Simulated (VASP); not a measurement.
Consider the following.

```xyz
3
Lattice="0.0000 2.5487 2.5487 2.5487 0.0000 2.5487 2.5487 2.5487 0.0000" Properties=species:S:1:pos:R:3 pbc="T T T"
Hf     0.0000     0.0000     0.0000
O      1.2743     1.2743     1.2743
O      3.8230     3.8230     3.8230
```

All values below come from revPBE GGA, VASP's PBE PAW potentials (set 64) (plane waves; VASP). Run with 520 eV cut-off, Gaussian smearing of 0.050 eV, potentials Hf_pv O.

Unless said otherwise, spin-orbit coupling is left out, though it shifts the bands of the heavy elements here.

Question: Give the energies of bands 6 to 14 at the high-symmetry points, in eV from the valence-band maximum.

Answer: 
```csv
band,Γ,X,U,L,W
6,-5.23,-6.33,-5.69,-4.21,-5.20
7,-5.23,-3.42,-3.95,-4.21,-4.95
8,-5.23,-3.42,-3.29,-3.01,-2.52
9,-0.60,-1.50,-2.19,-2.67,-2.52
10,-0.60,-1.50,-1.29,-1.81,-1.36
11,-0.60,0.00,-0.33,-1.81,-0.20
12,3.90,3.84,4.34,4.60,4.83
13,3.90,5.47,5.40,4.60,5.14
14,5.82,6.50,6.79,6.84,6.95
```

The gap is direct, 3.84 eV, from the valence maximum at X to the conduction minimum at X.

The compound is HfO2 in the fluorite structure, the high-temperature cubic form, which is unstable at 0 K; the monoclinic form is the stable one. It was relaxed first.
